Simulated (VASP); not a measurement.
VASP input:

### KPOINTS
```
Automatic mesh
0
Gamma
11 11 11
0 0 0
```

File POSCAR:
```
CrB
1
    2.8990000000     0.0000000000     0.0000000000
    0.0000000000     2.8990000000     0.0000000000
    0.0000000000     0.0000000000     2.8990000000
Cr B
1 1
Direct
  0.0000000000   0.0000000000   0.0000000000
  0.5000000000   0.5000000000   0.5000000000
```

INCAR:
```
SYSTEM = CrB
PREC = Accurate
ENCUT = 520
EDIFF = 1E-6
NELM = 100
ALGO = Normal
LREAL = .FALSE.
LASPH = .TRUE.
ISMEAR = 1
SIGMA = 0.1
GGA = PS
LMAXMIX = 4
ISPIN = 2
MAGMOM = 3.0 0.0
LORBIT = 10
LWAVE = .FALSE.
LCHARG = .FALSE.
IBRION = 2
ISIF = 3
NSW = 60
EDIFFG = -0.01
```

POTCAR, in this order: Cr_pv B (PBE.64 set). Program: vasp_std.

Question: Translate this PBEsol calculation to Quantum ESPRESSO's pw.x.

Answer: One equivalent input (not run):
```
&CONTROL
  calculation = 'vc-relax'
  pseudo_dir = './pseudo'
  outdir = './out'
  tprnfor = .true.
  tstress = .true.
  nstep = 60
  forc_conv_thr = 0.00039
/
&SYSTEM
  ibrav = 0
  nat = 2
  ntyp = 2
  ecutwfc = 94
  occupations = 'smearing'
  smearing = 'methfessel-paxton'
  degauss = 0.00735
  input_dft = 'pbesol'
  nspin = 2
  starting_magnetization(1) = 0.3
/
&ELECTRONS
  conv_thr = 7.3e-08
  electron_maxstep = 100
/
&IONS
/
&CELL
/
ATOMIC_SPECIES
  Cr 51.996 Cr.upf
  B 10.810 B.upf
CELL_PARAMETERS angstrom
     2.8990000    0.0000000    0.0000000
     0.0000000    2.8990000    0.0000000
     0.0000000    0.0000000    2.8990000
ATOMIC_POSITIONS crystal
  Cr   0.0000000  0.0000000  0.0000000
  B    0.5000000  0.5000000  0.5000000
K_POINTS automatic
  11 11 11 0 0 0
```
The two are equivalent in intent, not identical: the potentials are each code's own (VASP's PAW set, PseudoDojo norm-conserving files in pw.x), so ENCUT and ecutwfc are chosen apart and not converted; conv_thr bounds pw.x's estimated SCF error, while EDIFF bounds the energy change between steps; starting_magnetization is a fraction of the valence charge and MAGMOM a moment in μB, so they match only roughly; forc_conv_thr acts on force components and is met together with etot_conv_thr.

The structure was generated: CrB was put into the CsCl type type (Pm-3m), which need not be its known phase. This run relaxes it. Symmetry was kept, so distortions that lower it aren't found.
